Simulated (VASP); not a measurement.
SiC (relaxed from the zinc blende structure, space group F-43m) relaxed at rising pressure, in one space group throughout; other phases were not tried. The pressures are those reached. Level of theory: PBEsol GGA, VASP's PBE PAW potentials (set 64) (plane waves; VASP).

```json
[
 {"P (GPa)": "-0.19", "V (Å³/atom)": "10.356", "k-mesh": "10×10×10"},
 {"P (GPa)": "5.00", "V (Å³/atom)": "10.125", "k-mesh": "10×10×10"},
 {"P (GPa)": "10.01", "V (Å³/atom)": "9.925", "k-mesh": "11×11×11"},
 {"P (GPa)": "19.89", "V (Å³/atom)": "9.577", "k-mesh": "11×11×11"},
 {"P (GPa)": "29.87", "V (Å³/atom)": "9.275", "k-mesh": "11×11×11"}
]
```

A change of mesh leaves a small step in the series.

Fit an equation of state and predict the volume at 45.00 GPa.

Least squares on the third-order Birch-Murnaghan form, P = (3B0/2)(y⁷ − y⁵)[1 + (3/4)(B′ − 4)(y² − 1)] with y = (V0/V)^(1/3), gives V0 = 10.347 Å³/atom, B0 = 222 GPa and B′ = 3.8, and so 8.888 Å³/atom. The run gave 8.888 Å³/atom, +0.0 % from the fit.

Pressures at which the relaxation failed are left out.

The structure was generated: SiC was put into the zinc blende type (F-43m), which need not be its known phase.
